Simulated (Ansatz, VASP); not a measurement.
# Ta2NO2: VASP beside Ansatz

One calculation is typed for both programs; each brings its own data sets. How far apart do they land? Of the first pair: The structure shown is the start of the Ansatz relaxation below; VASP solves that cell, so the two are compared at the walk's first step.

Program: Ansatz 0.2.0. Level of theory: plane waves, with VASP 6.6.1 beside it; single point at PBEsol. Results are calculated unless marked as measured.

## Step 1: The structure

The cell holds 10 atoms: 2 N, 4 Ta and 4 O. Its edges and angles: a = 3.102 Å, b = 5.373 Å, c = 32.600 Å, α = 90.0°, β = 90.0°, γ = 90.0°. It derives from Ta2NO2. Vacuum lies along c.

## Step 2: Ansatz: relaxation, PBEsol

Ansatz runs on its default PAW (the set named soft_2) files.

The two programs are compared at the cell with which this relaxation starts, whose forces are those of its first step.

Input file input.yaml:

```yaml
crystal:
  lattice:
    - [3.1019748692, 0.0, 0.0]
    - [0.0, 5.3727780773, 0.0]
    - [0.0, 0.0, 32.6]
  atoms:
    - { symbol: "N", position: [0.5, 0.5145267785, 0.3072870952] }
    - { symbol: "N", position: [0.0, -0.0145267785, 0.3062098374] }
    - { symbol: Ta, position: [0.0, 0.325783046, 0.3415230952] }
    - { symbol: Ta, position: [0.5, 0.8408836207, 0.3445765549] }
    - { symbol: Ta, position: [0.5, 0.174216954, 0.2719738374] }
    - { symbol: Ta, position: [1.0, 0.6591163793, 0.2689203776] }
    - { symbol: O, position: [0.5, 0.1648335285, 0.3769413015] }
    - { symbol: O, position: [1.0, 0.6684998048, 0.3753501027] }
    - { symbol: O, position: [0.0, 0.3351664715, 0.2365556311] }
    - { symbol: O, position: [0.5, 0.8315001952, 0.2381468298] }
  periodic: [true, true, false]
kpoints:
  mp_grid: { grid: [12, 8, 1] }
hamiltonian:
  xc: pbesol
scf:
  occupations: { method: methfessel_paxton, width: 0.15 }
output:
  forces: true
  stress: true
  eigenvalues: true
relax:
  adjacent_minimum: "off"
  f_tol: 0.002
  max_steps: 120
  cell: { stress_2d_tol: 0.005 }
```

The run is started by

```
$ ansatz run input.yaml --threads 8 --pin off --max-ram 14336MiB --backend cpu --events-out ev --progress --plain --runs-dir out
```

Numbers of over 12 decimals in the logs are rounded to 6 here.

The program printed:

```text
Engine: ansatz 0.2.0, aarch64-unknown-linux-gnu
Pseudopotentials: kind: paw
Pseudopotential: N, paw, valence charge 5, recommended cutoff 420 eV (normal), N.paw.azcp
Pseudopotential: Ta, paw, valence charge 13, recommended cutoff 420 eV (normal), Ta.paw.azcp
Pseudopotential: O, paw, valence charge 6, recommended cutoff 420 eV (normal), O.paw.azcp
Functional definition: PBEsol
  exchange = pbesol_x
  correlation = pbesol_c
Crystal: 10 atoms, lattice volume = 543.319 Å³
Basis set: ecut = 420 eV, 10647 PW (Γ), exchange–correlation on 48×72×450 points (8 copies of the dense FFT grid, shifted against one another)
Bands: 53, of which v1, the nominal top of the filled ones, is band 43 counted from 1 (42 counted from 0)
Symmetry: 4 space group operations
Space group: P21/m (ITA 11), of the structure as read, at distance tolerance 8.2e-5 Å
k-points: 35 of 96
Non-local potential: N, projectors of the file, l = 0: 2, l = 1: 2, l = 2: 1
Non-local potential: Ta, projectors of the file, l = 0: 3, l = 1: 2, l = 2: 2, l = 3: 1
Non-local potential: O, projectors of the file, l = 0: 2, l = 1: 2, l = 2: 1
PAW form: soft (Blöchl's): semilocal exchange-correlation on the pseudo side does not see the compensation charge
PAW frozen core: N, regenerated for the run's functional, and the local potential with it (the file was generated under x = pbe(κ = 0.804, μ = 0.219515), c = pbe(β = 0.066725))
PAW frozen core: Ta, regenerated for the run's functional, and the local potential with it (the file was generated under x = pbe(κ = 0.804, μ = 0.219515), c = pbe(β = 0.066725))
PAW frozen core: O, regenerated for the run's functional, and the local potential with it (the file was generated under x = pbe(κ = 0.804, μ = 0.219515), c = pbe(β = 0.066725))
PAW one-centre angular grid: N, 110 points (default); XC on 64 Gauss nodes
PAW one-centre angular grid: Ta, 590 points (default); XC on 64 Gauss nodes
PAW one-centre angular grid: O, 110 points (default); XC on 64 Gauss nodes
Initial density: superposition of atomic densities (neutral atoms: chi_scale 0, normalization atom), corrected by the library's trained network
Initial wavefunctions: pseudopotential atomic-orbital guess
Functional: x = pbesol(κ = 0.804, μ = 0.123457), c = pbesol(β = 0.046)
SCF iter   1: F=—  HF=-42235.524953 eV  |F-HF|=—  |Δ(HF+E_count)|=         —  Δρ=9.07e-3  dr2=7.42e-1  ethr=1.77e-3  ⟨swp⟩=13.1  Hψ=13453  notcnv=0
preconditioner: auto → LDOS  [metal: Δε(μ)=0.010 eV  Ē_g=10.463 eV  σ=0.150 eV  W_gap=0.06  n_scr=54 (ndim 8)  ℏωp=11.7 eV  f_vac=0.774  D(μ)=2.98/eV (n_scr^D=10)  β→1.0]
SCF iter   2: F=—  HF=-42235.449099 eV  |F-HF|=—  |Δ(HF+E_count)|=   7.59e-2  S|Δr|=    0.00e0  Δρ=5.89e-3  dr2=2.12e-1  ethr=8.63e-4  ⟨swp⟩=3.3  Hψ=3924  notcnv=0  defer=119
SCF iter   3: F=—  HF=-42235.416002 eV  |F-HF|=—  |Δ(HF+E_count)|=   3.31e-2  S|Δr|=    0.00e0  Δρ=7.75e-4  dr2=2.44e-3  ethr=2.47e-4  ⟨swp⟩=2.7  Hψ=3355  notcnv=0  defer=119
SCF iter   4: F=—  HF=-42235.415514 eV  |F-HF|=—  |Δ(HF+E_count)|=   4.88e-4  S|Δr|=    0.00e0  Δρ=2.96e-4  dr2=3.65e-4  ethr=2.84e-6  ⟨swp⟩=4.6  Hψ=5614  notcnv=0  defer=119
SCF iter   5: F=—  HF=-42235.415472 eV  |F-HF|=—  |Δ(HF+E_count)|=   4.22e-5  S|Δr|=    0.00e0  Δρ=7.45e-5  dr2=1.89e-5  ethr=4.24e-7  ⟨swp⟩=3.4  Hψ=3891  notcnv=0  defer=119
SCF iter   6: F=—  HF=-42235.415480 eV  |F-HF|=—  |Δ(HF+E_count)|=   8.47e-6  S|Δr|=    0.00e0  Δρ=1.09e-5  dr2=6.83e-7  ethr=2.19e-8  ⟨swp⟩=3.5  Hψ=4435  notcnv=0  defer=115
iter 7 did not close the SCF: its close was put off until two iterations running show no level that it waits for move by more than its bar (scf_convergence_deferred on its scf_iter line)
SCF iter   7: F=-42235.415481 eV  HF=-42235.415481 eV  |F-HF|=3.50e-7  |Δ(HF+E_count)|=   8.22e-7  S|Δr|=    0.00e0  Δρ=3.61e-6  dr2=6.75e-8  ethr=1.16e-10  ⟨swp⟩=26.0  Hψ=15844  notcnv=0
iter 8 did not close the SCF: its close was put off until two iterations running show no level that it waits for move by more than its bar (scf_convergence_deferred on its scf_iter line)
SCF iter   8: F=-42235.415481 eV  HF=-42235.415481 eV  |F-HF|=8.32e-8  |Δ(HF+E_count)|=   2.91e-7  S|Δr|=    0.00e0  Δρ=1.21e-6  dr2=6.36e-9  ethr=7.85e-11  ⟨swp⟩=5.9  Hψ=9973  notcnv=0
[...]
SCF 1 converged in 9 iterations: F = -42235.415481 eV  dr2 = 3.75e-10
  greatest PAW one-centre occupation: 1.000 electrons in one spin orbital (limit 2), on the Ta atom at site 4 (counted from 0), in its partial waves of l = 0
[...]
SCF iter   4: F=—  HF=-42235.520251 eV  |F-HF|=—  |Δ(HF+E_count)|=  5.82e-11  S|Δr|=    0.00e0  Δρ=2.03e-7  dr2=2.08e-10  ethr=1.52e-12  ⟨swp⟩=3.5  Hψ=4341  notcnv=0
SCF iter   5: F=-42235.520251 eV  HF=-42235.520251 eV  |F-HF|=8.73e-11  |Δ(HF+E_count)|=  8.00e-11  S|Δr|=    0.00e0  Δρ=5.54e-8  dr2=1.71e-11  ethr=1.00e-12  ⟨swp⟩=8.6  Hψ=12585  notcnv=0
SCF 18 converged in 5 iterations: F = -42235.520251 eV  dr2 = 1.71e-11
relax step  18: F+E_penalty+E_count = -42235.52025071 eV  Δ(F+E_penalty+E_count) = -4.737e-7 eV  max|allowed force component| = 9.119e-5 eV/Å  Δτ_max = 0.0001 Å  P = -0.001 N/m  Ω = 544.638 Å³  energy of the carried Pulay correction = -6.050e-5 eV  fix = [c, alpha, beta]  reactions: c -0.000 N/m; alpha +0.000 N/m/rad  (5 SCF iters, dr2 threshold 3.02e-11 eV, accepted)
iter 1 solved again at ethr=5.13e-7 eV; its pass at ethr=3.10e-3 eV (dr2=4.41e-4 eV) is discarded
SCF iter   1: F=—  HF=-42235.520274 eV  |F-HF|=—  |Δ(HF+E_count)|=         —  Δρ=1.16e-5  dr2=2.81e-8  ethr=5.13e-7  ⟨swp⟩=7.3  Hψ=22368  notcnv=0
eigensolver tolerance schedule: the retry pair's looser diagonalisation over-reported the residual by 15676.13 of it (diagonalisation noise at an unbounded share of the residual, at the tolerance the schedule requests for it); recorded, not acted on — ethr = c·dr2/N_el stays at c = 1.0e-1
SCF iter   2: F=—  HF=-42235.520359 eV  |F-HF|=—  |Δ(HF+E_count)|=   8.50e-5  S|Δr|=    0.00e0  Δρ=1.76e-6  dr2=2.75e-8  ethr=3.27e-11  ⟨swp⟩=7.8  Hψ=9647  notcnv=0
SCF iter   3: F=—  HF=-42235.520354 eV  |F-HF|=—  |Δ(HF+E_count)|=   5.41e-6  S|Δr|=    0.00e0  Δρ=1.02e-6  dr2=4.63e-9  ethr=3.20e-11  ⟨swp⟩=3.8  Hψ=4091  notcnv=0
SCF iter   4: F=—  HF=-42235.520358 eV  |F-HF|=—  |Δ(HF+E_count)|=   4.50e-6  S|Δr|=    0.00e0  Δρ=5.50e-7  dr2=1.47e-9  ethr=5.39e-12  ⟨swp⟩=4.4  Hψ=4960  notcnv=0
SCF iter   5: F=—  HF=-42235.520359 eV  |F-HF|=—  |Δ(HF+E_count)|=   6.46e-7  S|Δr|=    0.00e0  Δρ=1.36e-7  dr2=1.30e-10  ethr=1.71e-12  ⟨swp⟩=3.1  Hψ=3396  notcnv=0
SCF iter   6: F=—  HF=-42235.520359 eV  |F-HF|=—  |Δ(HF+E_count)|=   2.02e-7  S|Δr|=    0.00e0  Δρ=5.57e-8  dr2=1.40e-11  ethr=1.52e-13 (applied; sched 1.00e-12)  ⟨swp⟩=4.5  Hψ=4997  notcnv=0
SCF iter   7: F=-42235.520359 eV  HF=-42235.520359 eV  |F-HF|=2.18e-10  |Δ(HF+E_count)|=   6.04e-8  S|Δr|=    0.00e0  Δρ=9.87e-9  dr2=3.49e-13  ethr=1.00e-12  ⟨swp⟩=16.0  Hψ=16316  notcnv=0
SCF 19 converged in 7 iterations: F = -42235.520359 eV  dr2 = 3.49e-13
relax step  19: F+E_penalty+E_count = -42235.52035896 eV  Δ(F+E_penalty+E_count) = -1.082e-4 eV  max|allowed force component| = 7.714e-5 eV/Å  Δτ_max = 0.0000 Å  P = -0.000 N/m  Ω = 544.638 Å³  fix = [c, alpha, beta]  reactions: c +0.000 N/m; alpha -0.000 N/m/rad  stress off target by 4.93e-3 N/m on what of the cell is left free  SCF on the basis re-selected at this cell (its energy is not comparable with the rows above)  (7 SCF iters)
basis re-selected at this cell: Δ(F+E_penalty+E_count) = -1.082e-4 eV, ΔP = +0.000 N/m vs the last step (what re-selecting the basis moved, of the pressure what is left beyond the Pulay correction that the steps carried, after the strain that the cell walked since its last selection, with what the two solves' SCF thresholds leave and, on support functions, any second-order correction that the steps lacked; it is no m [...]
SCF converged after 7 iterations
Stability not checked: this state was not tested for a lower state beside it, because cold or Methfessel-Paxton smearing, or corrected tetrahedra, fill the levels in a way that the test cannot read (fill_not_monotonic; see scf.lower_state_search)
Free energy (F): -42235.520359 eV
Harris-Foulkes:  -42235.520359 eV  (|F-HF|=2.18e-10)
Internal energy: -42235.520533 eV  (E = F + TS)
E sigma→0 (E₀):  -42235.520403 eV
Entropy (-TS):   0.000174 eV (0.017 meV/atom)
Fermi energy:    -4.919940 eV
--- Per-component energies (eV) ---
  E_band       = -2299.755793
  E_kinetic    = 2434.295197
  E_local      = -256690.067995  (includes V_loc(G=0)·N_el)
  E_nonlocal   = 354.247089
  E_hartree    = 126795.489651
  E_xc         = -1281.491124
  E_vxc        = -1345.143714  (∫ρ·V_xc dr)
  E_paw        = -33946.110043  (= ΣΔE_a)
  E_vpaw       = -644.076273  (= ΣTr[D̂ρ^β])
  E_aug_tail   = 0.010530  (compensation charges beyond the density's cutoff)
  E_ewald      = 120097.054227
  E_core_change = 1.051935  (= ΣΔE_core)
  E_smearing   = 0.000174  (= −TS)
  E_closure    = 0.000000  (closes the sum)
  Σ components = -42235.520359   (vs F -42235.520359, Δ=0.00e0)
--- Forces (eV/Å), atoms counted from 1 ---
  atom   1  N      0.00000000     0.00003139    -0.00005828
  atom   2  N      0.00000000    -0.00003139     0.00005828
  atom   3  Ta     0.00000000     0.00007514    -0.00005121
  atom   4  Ta     0.00000000    -0.00003229    -0.00007714
  atom   5  Ta     0.00000000    -0.00007514     0.00005121
  atom   6  Ta     0.00000000     0.00003229     0.00007714
  atom   7  O      0.00000000     0.00001824    -0.00007016
  atom   8  O      0.00000000     0.00002903     0.00000247
  atom   9  O      0.00000000    -0.00001824     0.00007016
  atom  10  O      0.00000000    -0.00002903    -0.00000247
  max |Σ_I F_I| component: 8.89e-21 eV/Å
--- 2D stress c σ (N/m, compression-positive) ---
       -0.004932       0.000000       0.000000
        0.000000       0.003967       0.000000
        0.000000       0.000000       0.000000
  P = ½ c Tr σ = -0.0005 N/m
--- Band table (eV; the first three rows and the last of 35) ---
  k-point 0: bands = [... 39 lower, -8.9552, -7.4420, -6.3423, -5.5901, -5.3116, -3.8003, -3.6019, -3.5331, ... 6 higher]
  k-point 1: bands = [... 39 lower, -8.9499, -7.4434, -6.3098, -5.4906, -5.2866, -3.8016, -3.5592, -3.5457, ... 6 higher]
  k-point 2: bands = [... 39 lower, -8.8738, -7.4325, -6.3331, -5.2421, -5.1781, -3.8536, -3.5840, -3.4688, ... 6 higher]
  k-point 34: bands = [... 39 lower, -9.3182, -7.1323, -7.1323, -4.1204, -4.1204, -3.0158, -3.0158, -2.6720, ... 6 higher]
--- Relaxed structure (17 steps of the walk, 15 accepted, 2 SCFs on fresh bases) ---
  F+E_penalty+E_count = -42235.52035896 eV   max|allowed force component| = 7.714e-5 eV/Å   (the final SCF, on the basis selected at the relaxed cell)
  cell:  # Å, volume = 544.6378 Å³
    - [3.053334, 0.0, 0.0]
    - [0.0, 5.471620, 0]
    - [0.0, 0, 32.6]
  atoms:
    - { symbol: N, position: [0.5, 0.527113, 0.306825] }
    - { symbol: N, position: [0.0, -0.027113, 0.306672] }
    - { symbol: Ta, position: [0.0, 0.333589, 0.340306] }
    - { symbol: Ta, position: [0.5, 0.868133, 0.347365] }
    - { symbol: Ta, position: [0.5, 0.166411, 0.273191] }
    - { symbol: Ta, position: [1.0, 0.631867, 0.266132] }
    - { symbol: O, position: [0.5, 0.173489, 0.378391] }
    - { symbol: O, position: [1.0, 0.672139, 0.374114] }
    - { symbol: O, position: [0.0, 0.326511, 0.235106] }
    - { symbol: O, position: [0.5, 0.827861, 0.239383] }
```

(Part 1 of 2 ends here.)

[Lines on the potential files, build, host, timing and source positions are cut from VASP's logs without a mark.]

[Logs are printed without paths, hosts, clocks, repeated set-up lines and the standing remarks that a program may print on its own settings, such as how far it seeks lower states.]

[Hosts, paths, dates, database ids (printed as entryN), source tags and the programs' standing remarks are cut or masked in the printed files.]
